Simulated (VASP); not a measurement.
A run of VASP 6.6.1 is set up as follows.

INCAR

```
SYSTEM = Ni3Hg
PREC = Accurate ; ENCUT = 520
EDIFF = 1E-7 ; ISMEAR = 0
SIGMA = 0.1 ; LREAL = .FALSE.
LASPH = .TRUE. ; NELM = 150
ALGO = Normal ; ISIF = 2
LWAVE = .FALSE. ; LCHARG = .FALSE.
ISPIN = 2 ; MAGMOM = 2 2 2 0
LORBIT = 11 ; LMAXMIX = 4
GGA = PS ; NBANDS = 33
```

KPOINTS

```
Automatic mesh
0
G
  6 6 6
  0 0 0
```

The input POSCAR:

```
Ni3Hg
1.0
    3.7449110000      0.0000000000      0.0000000000
    0.0000000000      3.7449110000      0.0000000000
    0.0000000000      0.0000000000      3.7449110000
Ni Hg
3 1
Direct
    0.0000000000      0.5000000000      0.5000000000
    0.5000000000      0.0000000000      0.5000000000
    0.5000000000      0.5000000000      0.0000000000
    0.0000000000      0.0000000000      0.0000000000
```

Potentials or basis: VASP PAW PBE potentials, release 64 (Ni, Hg).

Launch:

```console
$ cat potpaw_PBE.64/Ni/POTCAR potpaw_PBE.64/Hg/POTCAR > POTCAR
$ mpirun -np 1 vasp_std > vasp.out
```

**Question.** Predict the site moments.

**Answer.** Ni +0.41; Hg -0.01 μB.

**Question.** Predict the band gap on the k mesh.

**Answer.** None (metal or under the smearing width).

**Question.** Estimate the net moment.

**Answer.** 1.20 μB per cell.

 Spin-orbit coupling is left out, which matters for the levels of Hg.
